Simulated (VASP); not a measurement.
Here is the system:

```yaml
crystal:
  lattice:
    - [0.00000, 2.72255, 2.72255]
    - [2.72255, 0.00000, 2.72255]
    - [2.72255, 2.72255, 0.00000]
  atoms:
    - { symbol: Ga, position: [0.98623, 0.98623, 0.01377] }
    - { symbol: P, position: [0.25000, 0.25000, 0.25000] }
```

Method: r2SCAN meta-GGA, VASP's PBE PAW potentials (set 64) (plane waves; VASP). Run with 480 eV cut-off, 8×8×8 Γ-centred mesh, Gaussian smearing of 0.050 eV, potentials Ga_d P.

Q: Estimate the energy per atom (σ→0), largest force, band gap (on the k-mesh) with the smallest direct gap where there is one.

A: 
- band gap (on the k-mesh): 1.56 eV
- smallest direct gap (on the k-mesh): 2.15 eV
- energy per atom (σ→0): -10.717 eV/atom
- largest force: 0.776 eV/Å

Only differences to runs with the same potentials and settings are physical.

The compound is GaP in the zinc blende structure. This cell was strained or had an atom moved on purpose.
